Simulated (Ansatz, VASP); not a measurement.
# One calculation of Ga2GeO3, two programs

```
Ga Ge O
1.0
     5.56610    0.00000    0.00000
    -2.78305    4.82038    0.00000
     0.00000    0.00000    2.70075
Ga Ge O
2 1 3
Direct
  0.33333 0.66667 0.00000
  0.66667 0.33333 0.00000
  0.00000 0.00000 0.00000
  0.50000 0.00000 0.50000
  0.00000 0.50000 0.50000
  0.50000 0.50000 0.50000
```

Change from the starting cell: species swapped into the YCo3Ni2 type (P6/mmm, No. 191).

Alike in both runs: functional PBE; k mesh 6 × 6 × 4; occupations gaussian, width 0.1 eV; no spin polarisation.

Ansatz relaxed the structure, and its values are those at the end. VASP's run is a single point on that final structure, the one shown.

|  | VASP | Ansatz |
| --- | --- | --- |
| version | VASP 6.6.1 | Ansatz 0.2.0 |
| potentials or method | VASP PAW PBE potentials, release 64 (Ga_d, Ge_d, O) | scalar-relativistic, plane waves, PAW |
| plane-wave cutoff (eV) | 520 | 420 |
| valence electrons in the cell | 58 | 58 |

|  | VASP | Ansatz | Ansatz less VASP |
| --- | --- | --- | --- |
| gap on the k mesh at the Fermi level (eV) | none | none | - |
| pressure (GPa) | 0.9 | 0.3 | -0.60 |

A gap of «none» marks a metal or a gap that the smearing closes. The functional is the same, so the differences come from potentials, cutoffs and numerics.

Caveats: the k mesh is coarse (spacing up to 0.58 Å⁻¹), so the values aren't converged.
